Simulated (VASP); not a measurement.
VASP ran on this input.

**KPOINTS**
```
Automatic mesh
0
Gamma
9 9 9
0 0 0
```

POSCAR:
```
Si
3.8308740
  0.0000000000   0.7071067354   0.7071067354
  0.7071067354   0.0000000000   0.7071067354
  0.7071067354   0.7071067354   0.0000000000
Si
2
Cart
  0.0000000000   0.0000000000   0.0000000000
  0.3535533677   0.3535533677   0.3535533677
```

**INCAR**
```
! general
SYSTEM  =  Si
PREC    =  Accurate
ENCUT   =  520
LREAL   =  .False.
LASPH   =  .True.

! electronic loop
EDIFF   =  1E-7
NELM    =  100
ALGO    =  Normal

! smearing
ISMEAR  =  -5

! functional
GGA     =  PE
IVDW    =  13

! ions
ISIF    =  2

! output
LWAVE   =  .False.
LCHARG  =  .True.
LORBIT  =  11
NEDOS   =  601
```

POTCAR, in this order: Si (PBE.64 set). Program: vasp_std.

**Question.** Write an equivalent input for Ansatz.

**Answer.** One equivalent input (not run):
Ansatz 0.2 input:
```yaml
crystal:
  lattice:
    - [0.0000000, 2.7088368, 2.7088368]
    - [2.7088368, 0.0000000, 2.7088368]
    - [2.7088368, 2.7088368, 0.0000000]
  atoms:
    - { symbol: Si, position: [0.0000000, 0.0000000, 0.0000000] }
    - { symbol: Si, position: [0.2500000, 0.2500000, 0.2500000] }
kpoints:
  mp_grid: { grid: [9, 9, 9] }
hamiltonian:
  xc: pbe
  dispersion: d4
  pseudopotentials: { kind: paw }
scf:
  occupations: { method: tetrahedron }
  max_iter: 100
output: { forces: true, stress: true, eigenvalues: true }
```
What does not carry over: each code has its own PAW files, so the cut-off isn't converted (ENCUT is set for VASP's; basis.ecutwfc is left out, and Ansatz then takes the one that its files recommend); Ansatz stops its SCF on the density residual and VASP on the energy change (EDIFF).

The compound is Si in the diamond structure. It was relaxed first.
